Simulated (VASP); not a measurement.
**How biaxial strain in the (111) plane changes HfC (Fm-3m)**

How do stress and energy of HfC follow biaxial strain in the (111) plane?

Method: PBEsol; plane waves and PAW (Hf_sv_GW, C); cell typed or built by script, in the first sound run; inputs show where later runs differ, in VASP 6.6.1.

**1. The starting structure**

It takes space group Fm-3m (No. 225, cubic). The conventional cell has a = 4.640 Å, b = 4.640 Å, c = 4.640 Å, α = 90.00°, β = 90.00°, γ = 90.00°. Hf has 6 C at 2.32 Å nearest. C has 6 Hf at 2.32 Å nearest. Farther neighbours are not listed.

**2. Relax the crystal, PBEsol**

The series starts from the cell that this level prefers, so that zero strain is near zero stress.

This step took 2 runs in a row; the last is shown.

Level: PBEsol; plane waves and PAW (Hf_sv_GW, C); cell typed or built by script.

Input file INCAR:

```
SYSTEM = HfC
PREC = Accurate
ENCUT = 600
EDIFF = 1E-07
NELM = 120
ISMEAR = 1
SIGMA = 0.15
LREAL = .FALSE.
ALGO = Normal
GGA = PS
NBANDS = 14
LASPH = .TRUE.
LORBIT = 11
LWAVE = .FALSE.
LCHARG = .FALSE.
KPAR = 8
IBRION = 2
NSW = 40
ISIF = 3
EDIFFG = -0.005
POTIM = 0.4
```

Input file POSCAR:

```
HfC
1.0
    0.0000000000      2.3059103484      2.3059103484
    2.3059103484      0.0000000000      2.3059103484
    2.3059103484      2.3059103484      0.0000000000
Hf C
1 1
Direct
    0.0000000000      0.0000000000      0.0000000000
    0.5000000000      0.5000000000      0.5000000000
```

Input file KPOINTS:

```
Automatic mesh
0
Gamma
19 19 19
0 0 0
```

The projector-augmented-wave data sets are Hf_sv_GW and C (PBE family, release 64).

The run is started by

```bash
> mpirun -np 8 vasp_std
```

Output:

```text
[banner, memory and clock lines left out]
running    8 mpi-ranks, on    1 nodes
[...]
|                                                                             |
|           W    W    AA    RRRRR   N    N  II  N    N   GGGG   !!!           |
|           W    W   A  A   R    R  NN   N  II  NN   N  G    G  !!!           |
|           W    W  A    A  R    R  N N  N  II  N N  N  G       !!!           |
|           W WW W  AAAAAA  RRRRR   N  N N  II  N  N N  G  GGG   !            |
|           WW  WW  A    A  R   R   N   NN  II  N   NN  G    G                |
|           W    W  A    A  R    R  N    N  II  N    N   GGGG   !!!           |
|                                                                             |
|     For optimal performance we recommend to set                             |
|       NCORE = 2 up to number-of-cores-per-socket                            |
|     NCORE specifies how many cores store one orbital (NPAR=cpu/NCORE).      |
|     This setting can greatly improve the performance of VASP for DFT.       |
[...]
|     You enforced a specific xc type in the INCAR file but a different       |
|     [... a line on the potential file left out ...]
|     I HOPE YOU KNOW WHAT YOU ARE DOING!                                     |
|                                                                             |

 LDA part: xc-table for (Slater+PW92), standard interpolation
 POSCAR, INCAR and KPOINTS ok, starting setup
[...]
entering main loop
       N       E                     dE             d eps       ncg     rms          rms(c)
DAV:   1     0.824823828789E+02    0.82482E+02   -0.95768E+03  6160   0.125E+03
DAV:   2    -0.251183946726E+02   -0.10760E+03   -0.99372E+02  8152   0.271E+02
DAV:   3    -0.289998053624E+02   -0.38814E+01   -0.38547E+01  7654   0.522E+01
DAV:   4    -0.290140878301E+02   -0.14282E-01   -0.14276E-01  6988   0.369E+00
[...]
DAV:  13    -0.250011924599E+02    0.10995E-05   -0.46738E-06  7318   0.136E-02    0.399E-02
DAV:  14    -0.250011923151E+02    0.14479E-06   -0.39463E-07  6538   0.504E-03    0.137E-02
DAV:  15    -0.250011922579E+02    0.57233E-07   -0.45063E-08  3284   0.175E-03
   1 F= -.25001192E+02 E0= -.25001320E+02  d E =-.250012E+02
[...]
reached required accuracy - stopping structural energy minimisation
```

Run time: 39 s. Hardware: 8 MPI ranks of AMD EPYC 7R43, shared host; peak memory 1.9 GiB.

The logs omit lines about the potential files and the build; timing stands in the text.

Parts of OUTCAR (step 2):

```text
  Total       -0.0021636     -0.0021636     -0.0021636      0.0000000      0.0000000     -0.0000000
  in kB       -0.1413606     -0.1413606     -0.1413606      0.0000000      0.0000000     -0.0000000
  external PRESSURE =      -0.1413606 kB  Pullay stress =       0.0000000 kB

 POSITION                                       TOTAL-FORCE (eV/Angst)
 -----------------------------------------------------------------------------------
      0.00000      0.00000      0.00000         0.000000      0.000000     -0.000000
      2.30591      2.30591      2.30591        -0.000000     -0.000000      0.000000
 -----------------------------------------------------------------------------------
    total drift:                                0.000000      0.000000      0.000000

  FREE ENERGIE OF THE ION-ELECTRON SYSTEM (eV)
  ---------------------------------------------------
  free  energy   TOTEN  =       -25.0011922579 eV

  energy  without entropy=      -25.0015769702  energy(sigma->0) =      -25.00132050

 reached required accuracy - stopping structural energy minimisation

[... 3 further parts left out ...]
[key lines of the parts left out:]
E-fermi :   9.5605
```

Numbers from this step:

| Quantity | Value |
| --- | --- |
| energy(sigma→0) of the program | -25.0013 eV |
| stress, compression positive | -0.01 along [111], -0.01 across it (mean), GPa |
| volume | 24.522 Å³ |
| ionic steps | 1 |

**3. Strain along the normal, PBEsol**

One member in full: the plane is strained by 1 %, and the strain along the normal is moved by secant steps until the normal stress is under 0.012 GPa or five steps are spent; the atoms relax at each step.

This step took 2 runs, each at a new trial strain with the atoms of the one before; the last is shown.

Level: PBEsol; plane waves and PAW (Hf_sv_GW, C); cell typed or built by script.

Edit INCAR of step 2 so:

```diff
@@ -15,7 +15,7 @@
 LCHARG = .FALSE.
-KPAR = 8
-IBRION = 2
-NSW = 40
-ISIF = 3
-EDIFFG = -0.005
-POTIM = 0.4
+KPAR = 2
+IBRION = 1
+NSW = 25
+ISIF = 2
+EDIFFG = -0.004
+POTIM = 0.3
```

Input file POSCAR:

```
HfC
1.0
   -0.0241314750      2.3048379770      2.3048379770
    2.3048379770     -0.0241314750      2.3048379770
    2.3048379770      2.3048379770     -0.0241314750
Hf C
1 1
Direct
    0.0000000000      0.0000000000      0.0000000000
    0.5000000000      0.5000000000      0.5000000000
```

KPOINTS is that of step 2.

The run is started by

```bash
> mpirun -np 2 vasp_std
```

Output:

```text
[banner, memory and clock lines left out]
running    2 mpi-ranks, on    1 nodes
[...]
[... a notice as in an earlier step ...]

 LDA part: xc-table for (Slater+PW92), standard interpolation
 POSCAR, INCAR and KPOINTS ok, starting setup
[...]
entering main loop
       N       E                     dE             d eps       ncg     rms          rms(c)
DAV:   1     0.831922215635E+02    0.83192E+02   -0.95814E+03 18792   0.125E+03
DAV:   2    -0.250702958778E+02   -0.10826E+03   -0.99888E+02 24860   0.272E+02
DAV:   3    -0.290190477571E+02   -0.39488E+01   -0.39214E+01 23490   0.525E+01
DAV:   4    -0.290334684087E+02   -0.14421E-01   -0.14416E-01 21190   0.373E+00
[...]
DAV:  13    -0.249932937867E+02    0.18909E-05   -0.54780E-06 22420   0.144E-02    0.460E-02
DAV:  14    -0.249932935729E+02    0.21379E-06   -0.49423E-07 20146   0.542E-03    0.164E-02
DAV:  15    -0.249932935506E+02    0.22285E-07   -0.46078E-08 10094   0.180E-03
   1 F= -.24993294E+02 E0= -.24993429E+02  d E =-.249933E+02
 BRION: g(F)=  0.165E-60 g(S)=  0.000E+00
 reached required accuracy - stopping structural energy minimisation
```

Run time: 3.1 min. Hardware: 2 MPI ranks; peak memory 0.83 GiB.

From OUTCAR (step 3):

```text
  Total       -0.5490143     -0.5490143     -0.5490143      0.2741154      0.2741154      0.2741154
  in kB      -35.3651727    -35.3651727    -35.3651727     17.6573520     17.6573520     17.6573520
  external PRESSURE =     -35.3651727 kB  Pullay stress =       0.0000000 kB

 POSITION                                       TOTAL-FORCE (eV/Angst)
 -----------------------------------------------------------------------------------
      0.00000      0.00000      0.00000        -0.000000      0.000000     -0.000000
      2.29277      2.29277      2.29277         0.000000     -0.000000      0.000000
 -----------------------------------------------------------------------------------
    total drift:                                0.000000      0.000000      0.000000

  FREE ENERGIE OF THE ION-ELECTRON SYSTEM (eV)
  ---------------------------------------------------
  free  energy   TOTEN  =       -24.9932935506 eV

  energy  without entropy=      -24.9937000701  energy(sigma->0) =      -24.99342906

[... 1 part as in an earlier step ...]

[... 3 further parts left out ...]
[key lines of the parts left out:]
E-fermi :   9.4006
```

Read from the output:

| Property | Result |
| --- | --- |
| energy(sigma→0) of the program | -24.9934 eV |
| stress, compression positive | -0.01 along [111], -5.30 across it (mean), GPa |
| ionic steps | 1 |

**4. The table**

The other members went through these steps as far as the tables show, with the same cutoff and, step by step, the same mesh; 21 runs are not shown. The session took 2.5 core hours (wall time by ranks) on a shared machine.

```csv
in-plane strain (%),strain along the normal (%),"in-plane stress, tension positive (GPa)","energy above the unstrained row, extrapolated to no smearing (meV/atom)"
-2.000,1.146,-11.697,17.761
-1.500,0.857,?,?
-1.000,0.570,-5.643,4.433
-0.500,0.281,-2.771,1.142
0,-0.003,0.010,0.000
0.500,-0.287,2.700,0.953
1.000,-0.570,5.302,3.945
1.500,-0.852,7.818,8.911
2.000,-1.136,10.238,15.812
```

**5. Stress from the known rows**

Fitting a parabola to the 8 known rows (e: strain in %) gives stress = − 0.1852 e² + 5.481 e + 0.01191 in GPa; the residuals are 0.0058 GPa r.m.s.

At e = -1.5 this predicts -8.627 GPa.

**6. The withheld row**

The calculation gives -8.619 GPa, so the prediction is 0.008 GPa too low, within twice the residual of the fit.

Slopes at zero strain, from cubics through all rows: strain ratio -0.569, stress over strain 547 GPa.

**7. Results**

| Property | Result |
| --- | --- |
| error of the predicted stress | -0.008 GPa |
| ratio of normal to in-plane strain | -0.569 |
| biaxial modulus | 547 GPa |

**Reading.** As a check, the curvature of the energy gives 547 GPa for the same modulus (energy per volume = M × strain²), 0 % from the slope of the stress. The energy also has a linear term worth 0.11 GPa that the stress column lacks, a mark of the finite basis or of the smearing. These are static values: temperature and zero-point motion are left out. In a metal the slopes also depend on mesh and smearing, which were held through the series.

[Lines on the potential files, build, host, timing and source positions are cut from VASP's logs without a mark.]

[Logs are printed without paths, hosts, clocks, repeated set-up lines and the standing remarks that a program may print on its own settings, such as how far it seeks lower states.]

[Hosts, paths, dates, database ids (printed as entryN), source tags and the programs' standing remarks are cut or masked in the printed files.]

[In band tables of VASP the shares of atoms and orbitals are scaled to a sum of 1 inside the atoms' spheres.]
